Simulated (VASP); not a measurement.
Al3Pd under changes of volume

One of the cells (15.679 Å³/atom); the others are scaled copies at fixed shape and fractional positions:

```
Pd Al
1.0
     3.97305    0.00000    0.00000
     0.00000    3.97305    0.00000
     0.00000    0.00000    3.97305
Pd Al
1 3
Cartesian
  0.0000 0.0000 0.0000
  1.9865 1.9865 0.0000
  1.9865 0.0000 1.9865
  0.0000 1.9865 1.9865
```

The cell comes from a database or a generator and needn't be the stable form of this composition.

| Item | Value |
| --- | --- |
| Program | VASP 6.6.1 |
| Functional | PBEsol |
| Potentials or basis | VASP PAW PBE potentials, release 64 (Pd, Al) |
| Cutoff | 520 eV |
| k mesh | 7 × 7 × 7 |
| Occupations | fermi-dirac, width 0.05 eV |
| Spin | no spin polarisation |

```tsv
volume (Å³/atom)	energy over the lowest point (meV/atom)	pressure (GPa)
14.449	12.07	6.0
14.756	3.39	3.1
15.064	0.00	0.5
15.679	?	?
15.986	16.09	-5.7
16.294	28.68	-7.4
```

Q: What does the run at 15.679 Å³/atom give?

A: Energy over the lowest point 6.83 meV/atom; pressure -3.9 GPa.

Worked out: A Birch-Murnaghan fit of order 3 (a polynomial in V^(-2/3)) to the other rows has its minimum at 15.13 Å³/atom with B0 = V·E''(V) = 118 GPa and B' = 4.8. It gives 6.85 meV/atom at 15.679 Å³/atom, against the run's 6.83, and -dE/dV = -3.9 GPa, against -3.9.

Energies are extrapolated to zero smearing.

Caveats: the PAW data sets were made with another functional, which shifts forces and pressure a little.
